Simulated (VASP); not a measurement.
A VASP calculation is set up with these files.

### INCAR
```
# general
SYSTEM  = TiCl3
PREC    = Accurate
ENCUT   = 300   # plane-wave cut-off (eV)
LREAL   = .FALSE.   # projection in real space or not
LASPH   = .TRUE.   # aspherical one-centre terms

# electronic loop
EDIFF   = 1E-6
NELM    = 100   # most electronic steps
ALGO    = Normal
LMAXMIX = 4   # l cut-off of mixed one-centre charges

# smearing
ISMEAR  = -1   # Fermi-Dirac
SIGMA   = 0.05

# functional
GGA     = PS   # PBEsol

# ions
IBRION  = 2   # conjugate gradients
NSW     = 50
ISIF    = 3   # ions, shape and volume
EDIFFG  = -0.01

# output
LWAVE   = .FALSE.
LCHARG  = .FALSE.
```

POSCAR:
```
TiCl3
1
    6.2700000000     0.0000000000     0.0000000000
   -3.1350000000     5.4299790000     0.0000000000
    0.0000000000     0.0000000000     5.8200000000
Cl Ti
6 2
Direct
  0.3150000000   0.0000000000   0.2500000000
  0.3150000000   0.3150000000   0.7500000000
  0.0000000000   0.3150000000   0.2500000000
  0.6850000000   0.0000000000   0.7500000000
  0.6850000000   0.6850000000   0.2500000000
  0.0000000000   0.6850000000   0.7500000000
  0.0000000000   0.0000000000   0.0000000000
  0.0000000000   0.0000000000   0.5000000000
```

### KPOINTS
```
Automatic mesh
0
Gamma
4 4 4
0 0 0
```

POTCAR, in this order: Cl Ti_sv (PBE.64 set). Program: vasp_std.

Translate this PBEsol calculation to Quantum ESPRESSO's pw.x.

One equivalent input (not run):
```
&CONTROL
  calculation = 'vc-relax'
  pseudo_dir = './pseudo'
  outdir = './out'
  tprnfor = .true.
  tstress = .true.
  nstep = 50
  forc_conv_thr = 0.00039
/
&SYSTEM
  ibrav = 0
  nat = 8
  ntyp = 2
  ecutwfc = 84
  occupations = 'smearing'
  smearing = 'fermi-dirac'
  degauss = 0.003675
  input_dft = 'pbesol'
/
&ELECTRONS
  conv_thr = 7.3e-08
  electron_maxstep = 100
/
&IONS
/
&CELL
/
ATOMIC_SPECIES
  Cl 35.450 Cl.upf
  Ti 47.867 Ti.upf
CELL_PARAMETERS angstrom
     6.2700000    0.0000000    0.0000000
    -3.1350000    5.4299790    0.0000000
     0.0000000    0.0000000    5.8200000
ATOMIC_POSITIONS crystal
  Cl   0.3150000  0.0000000  0.2500000
  Cl   0.3150000  0.3150000  0.7500000
  Cl   0.0000000  0.3150000  0.2500000
  Cl   0.6850000  0.0000000  0.7500000
  Cl   0.6850000  0.6850000  0.2500000
  Cl   0.0000000  0.6850000  0.7500000
  Ti   0.0000000  0.0000000  0.0000000
  Ti   0.0000000  0.0000000  0.5000000
K_POINTS automatic
  4 4 4 0 0 0
```
Limits of the translation: the potentials are each code's own (VASP's PAW set, PseudoDojo norm-conserving files in pw.x), so ENCUT and ecutwfc are chosen apart and not converted; conv_thr bounds pw.x's estimated SCF error, while EDIFF bounds the energy change between steps; forc_conv_thr acts on force components and is met together with etot_conv_thr.

The structure comes from a measured TiCl3 entry of the Crystallography Open Database, whose conditions weren't checked. This run relaxes it. Symmetry was kept, so distortions that lower it aren't found. The run is one of a series of settings (EDIFFG = -0.01, IBRION = 2, ISIF = 3, NSW = 50 against the base run), some of them coarse on purpose.
